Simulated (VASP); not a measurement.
Method: PBE GGA with D4 dispersion, VASP's PBE PAW potentials (set 64) (plane waves; VASP).

A VASP calculation is set up with these files.

File POSCAR:
```
KTaO3
1
    4.0148803364     0.0000000000     0.0000000000
    0.0000000000     4.0148803364     0.0000000000
    0.0000000000     0.0000000000     4.0148803364
K Ta O
1 1 3
Direct
  0.0000000000   0.0000000000   0.0000000000
  0.5000000000   0.5000000000   0.5000000000
  0.5000000000   0.0000000000   0.5000000000
  0.0000000000   0.5000000000   0.5000000000
  0.5000000000   0.5000000000   0.0000000000
```

INCAR:
```
ALGO = Normal
EDIFF = 1E-7
ENCUT = 520
GGA = PE
ISIF = 2
ISMEAR = 0
IVDW = 13
LASPH = .True.
LCHARG = .False.
LMAXMIX = 6
LREAL = .False.
LWAVE = .False.
NELM = 100
PREC = Accurate
SIGMA = 0.05
SYSTEM = KTaO3
```

### KPOINTS
```
K-points
0
gamma
6 6 6
```

POTCAR, in this order: K_sv Ta_pv O (PBE.64 set). Program: vasp_std.

The resulting files:

### OUTCAR
```
 ion  position               nearest neighbor table
   1  0.000  0.000  0.000-   3 2.84   4 2.84   5 2.84   3 2.84   4 2.84   4 2.84   5 2.84   4 2.84
                             3 2.84   5 2.84   3 2.84   5 2.84   2 3.48   2 3.48   2 3.48   2 3.48
   2  0.500  0.500  0.500-   3 2.01   4 2.01   5 2.01   5 2.01   3 2.01   4 2.01   1 3.48   1 3.48
                             1 3.48   1 3.48   1 3.48   1 3.48   1 3.48   1 3.48
   3  0.500  0.000  0.500-   2 2.01   2 2.01   1 2.84   1 2.84   1 2.84   1 2.84
   4  0.000  0.500  0.500-   2 2.01   2 2.01   1 2.84   1 2.84   1 2.84   1 2.84
   5  0.500  0.500  0.000-   2 2.01   2 2.01   1 2.84   1 2.84   1 2.84   1 2.84
  LATTYP: Found a simple cubic cell.
 ALAT       =     4.0148803364
 Subroutine PRICEL returns:
 Original cell was already a primitive cell.
 Subroutine GETGRP returns: Found 48 space group operations
The static configuration has the point symmetry O_h .
The dynamic configuration has the point symmetry O_h .
 Subroutine INISYM returns: Found 48 space group operations
 Subroutine IBZKPT returns following result:
 Found     20 irreducible k-points:

 Following reciprocal coordinates:
            Coordinates               Weight
  0.000000  0.000000  0.000000      1.000000
  0.166667  0.000000  0.000000      6.000000
  0.333333  0.000000  0.000000      6.000000
  0.500000  0.000000  0.000000      3.000000
...
```

### OSZICAR
```
       N       E                     dE             d eps       ncg     rms          rms(c)
DAV:   1     0.338949995935E+03    0.33895E+03   -0.21698E+04   920   0.169E+03
DAV:   2    -0.309471060712E+02   -0.36990E+03   -0.36032E+03  1111   0.447E+02
DAV:   3    -0.492431305786E+02   -0.18296E+02   -0.18256E+02  1172   0.100E+02
DAV:   4    -0.497032271290E+02   -0.46010E+00   -0.45986E+00  1658   0.137E+01
DAV:   5    -0.497052055038E+02   -0.19784E-02   -0.19783E-02  1172   0.915E-01    0.346E+01
DAV:   6    -0.412548832669E+02    0.84503E+01   -0.44189E+01  1138   0.463E+01    0.137E+01
DAV:   7    -0.411170593271E+02    0.13782E+00   -0.24100E+00  1195   0.103E+01    0.890E+00
DAV:   8    -0.410704359932E+02    0.46623E-01   -0.40642E-01  1206   0.548E+00    0.146E+00
DAV:   9    -0.410628608096E+02    0.75752E-02   -0.34817E-02  1304   0.128E+00    0.252E-01
DAV:  10    -0.410622896638E+02    0.57115E-03   -0.77175E-03  1280   0.667E-01    0.476E-02
DAV:  11    -0.410623535247E+02   -0.63861E-04   -0.36825E-04  1304   0.156E-01    0.380E-02
DAV:  12    -0.410623857485E+02   -0.32224E-04   -0.50762E-05  1373   0.551E-02    0.759E-03
DAV:  13    -0.410623857197E+02    0.28790E-07   -0.42307E-06  1206   0.126E-02    0.368E-03
DAV:  14    -0.410623855954E+02    0.12429E-06   -0.39256E-07  1076   0.520E-03    0.109E-03
DAV:  15    -0.410623855202E+02    0.75235E-07   -0.10650E-07   775   0.286E-03
   1 F= -.41833640E+02 E0= -.41833640E+02  d E =-.152687E-12
```

**OUTCAR**
```
------------------------ aborting loop because EDIFF is reached ----------------------------------------
  Edisp (eV):   -0.77125
  FORCE on cell =-STRESS in cart. coord.  units (eV):
  Direction    XX          YY          ZZ          XY          YZ          ZX
  --------------------------------------------------------------------------------------
  Total      -0.00967    -0.00967    -0.00967     0.00000    -0.00000     0.00000
  in kB      -0.23951    -0.23951    -0.23951     0.00000    -0.00000     0.00000
  external pressure =       -0.24 kB  Pullay stress =        0.00 kB
  volume of cell :       64.72
      direct lattice vectors                 reciprocal lattice vectors
     4.014880336  0.000000000  0.000000000     0.249073426  0.000000000  0.000000000
     0.000000000  4.014880336  0.000000000     0.000000000  0.249073426  0.000000000
     0.000000000  0.000000000  4.014880336     0.000000000  0.000000000  0.249073426
 POSITION                                       TOTAL-FORCE (eV/Angst)
 -----------------------------------------------------------------------------------
      0.00000      0.00000      0.00000         0.000000      0.000000      0.000000
      2.00744      2.00744      2.00744         0.000000      0.000000      0.000000
      2.00744      0.00000      2.00744         0.000000      0.000000      0.000000
      0.00000      2.00744      2.00744         0.000000      0.000000      0.000000
      2.00744      2.00744      0.00000         0.000000      0.000000      0.000000
 -----------------------------------------------------------------------------------
    total drift:                                0.000000      0.000000     -0.000000
  FREE ENERGIE OF THE ION-ELECTRON SYSTEM (eV)
  ---------------------------------------------------
  free  energy   TOTEN  =       -41.8336398334 eV

  energy  without entropy=      -41.8336398334  energy(sigma->0) =      -41.83363983
```
(Selected blocks of OUTCAR.)

OUTCAR:
```
 val. band max:        1.6671071979   @ k =   0.5000   0.5000   0.5000

 cond. band min:       3.7978183197   @ k =   0.0000   0.0000   0.0000


 Fermi energy:         1.9013349231

 k-point     1 :       0.0000    0.0000    0.0000
  band No.  band energies     occupation
      1     -32.5478      2.00000
      2     -32.5478      2.00000
      3     -32.5478      2.00000
      4     -25.6731      2.00000
      5     -15.8121      2.00000
      6     -15.1122      2.00000
      7     -15.1122      2.00000
      8      -9.2176      2.00000
      9      -9.2176      2.00000
     10      -9.2176      2.00000
     11      -0.7640      2.00000
     12      -0.7640      2.00000
     13      -0.7640      2.00000
     14       0.6386      2.00000
     15       0.6386      2.00000
     16       0.6386      2.00000
     17       1.0381      2.00000
     18       1.0381      2.00000
     19       1.0381      2.00000
     20       3.7978      0.00000
     21       3.7978      0.00000
     22       3.7978      0.00000
     23       8.1342      0.00000

 k-point     2 :       0.1667    0.0000    0.0000
  band No.  band energies     occupation
      1     -32.5686      2.00000
      2     -32.5471      2.00000
      3     -32.5471      2.00000
      4     -25.6669      2.00000
      5     -15.7438      2.00000
      6     -15.1069      2.00000
      7     -14.9693      2.00000
      8      -9.2086      2.00000
      9      -9.2086      2.00000
     10      -9.1849      2.00000
     11      -1.4303      2.00000
     12      -0.7882      2.00000
     13      -0.7882      2.00000
     14       0.2452      2.00000
     15       0.2452      2.00000
     16       0.3901      2.00000
     17       0.5226      2.00000
     18       0.9289      2.00000
     19       0.9289      2.00000
     20       3.8339      0.00000
     21       4.5715      0.00000
     22       4.5715      0.00000
     23       8.5142      0.00000

 k-point     3 :       0.3333    0.0000    0.0000
...
```

Unless said otherwise, spin-orbit coupling is left out, though it shifts the bands of the heavy elements here.

The compound is KTaO3 in the cubic perovskite structure. It was relaxed first.
